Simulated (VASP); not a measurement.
**Nb3B5: relaxation of cell and atoms with PBE**

The system is Nb3B5.

```
Nb B
1.0
     3.15000    0.00000    0.00000
    -1.57500    2.72798    0.00000
     0.00000    0.00000    9.60000
Nb B
3 5
Direct
  0.00000 0.00000 0.15600
  0.00000 0.00000 0.84400
  0.00000 0.00000 0.50000
  0.33333 0.66667 0.00000
  0.33333 0.66667 0.32800
  0.66667 0.33333 0.32800
  0.33333 0.66667 0.67200
  0.66667 0.33333 0.67200
```

The cell was built by a generator and needn't be a form met in nature.

```json
{
  "Program": "VASP 6.6.1",
  "Task": "relaxation of cell and atoms",
  "Functional": "PBE",
  "Potentials or basis": "VASP PAW PBE potentials, release 64 (Nb_sv, B)",
  "Cutoff": "520 eV",
  "k mesh": "6 × 6 × 2",
  "Occupations": "gaussian, width 0.15 eV",
  "Spin": "no spin polarisation",
  "Further INCAR settings": "PREC = Normal; ALGO = Fast; EDIFF = 0.0001; IBRION = 2; EDIFFG = -0.08; NSW = 24; ISIF = 3"
}
```

```yaml
Relaxed_volume: 10.16 Å³/atom
Relaxed_cell: a = 3.118 Å, b = 3.118 Å, c = 9.653 Å, α = 90.00°, β = 90.00°, γ = 120.00°
Space_group_after_relaxing_to_0.05_Å: P-6m2 (No. 187)
Energy_gained_by_relaxing: 7.0 meV/atom
Ionic_steps: 5
Pressure_after_relaxing: 0.0 GPa
Largest_force_after_relaxing: 0.076 eV/Å
Band_gap_on_the_k_mesh: none (metal or under the smearing width)
```

Forces on the atoms (eV/Å):
```
Nb   0.000  0.000 -0.076
Nb   0.000  0.000  0.076
Nb   0.000  0.000  0.000
B    0.000  0.000  0.000
B    0.000  0.000  0.075
B    0.000  0.000 -0.069
B    0.000  0.000 -0.075
B    0.000  0.000  0.069
```

Stress tensor (GPa, compression positive):
```
 0.24  0.00  0.00
 0.00  0.24  0.00
 0.00  0.00 -0.58
```

Step by step:
```
step  energy change (eV)  largest force (eV/Å)  pressure (GPa)  volume (Å³)
   1              0.0000                0.4975           -4.16        82.49
   2             -0.0155                0.1807            6.62        79.33
   3             -0.0454                0.2839            1.72        80.73
   4             -0.0557                0.1292           -0.30        81.34
   5             -0.0561                0.0760           -0.03        81.25
```

Final structure:
```xyz
8
Lattice="3.1176 0.0000 0.0000 -1.5588 2.6999 0.0000 0.0000 0.0000 9.6531" Properties=species:S:1:pos:R:3 pbc="T T T"
Nb    0.0000    0.0000    1.5268
Nb    0.0000    0.0000    8.1263
Nb    0.0000    0.0000    4.8266
B     0.0000    1.7999    0.0000
B     0.0000    1.7999    3.1771
B     1.5588    0.9000    3.1384
B     0.0000    1.7999    6.4760
B     1.5588    0.9000    6.5148
```

Levels at points of the mesh, in eV from the Fermi level:
| k point | band 24 | band 25 | band 26 | band 27 | band 28 | band 29 | band 30 | band 31 |
| --- | --- | --- | --- | --- | --- | --- | --- | --- |
| (0.00, 0.00, 0.00) | -1.00 | -1.00 | -0.83 | -0.83 | 0.29 | 0.29 | 0.48 | 1.47 |
| (0.50, 0.00, 0.00) | -3.02 | -2.16 | -0.12 | -0.11 | 1.31 | 1.86 | 2.05 | 2.83 |
| (0.00, 0.00, 0.50) | -1.03 | -0.89 | -0.35 | -0.35 | 0.16 | 0.36 | 0.36 | 1.07 |
| (0.50, 0.00, 0.50) | -3.30 | -2.18 | -0.59 | -0.23 | 1.99 | 2.53 | 2.71 | 2.82 |

It took 69 s on 1 thread of Intel(R) Xeon(R) Platinum 8488C (Sapphire Rapids), with other jobs on the host, peak memory 0.16 GiB.

Caveat: the k mesh is coarse (spacing up to 0.38 Å⁻¹), so the values aren't converged; the relaxation stopped at a loose force limit of 0.08 eV/Å, so its end isn't a converged minimum.
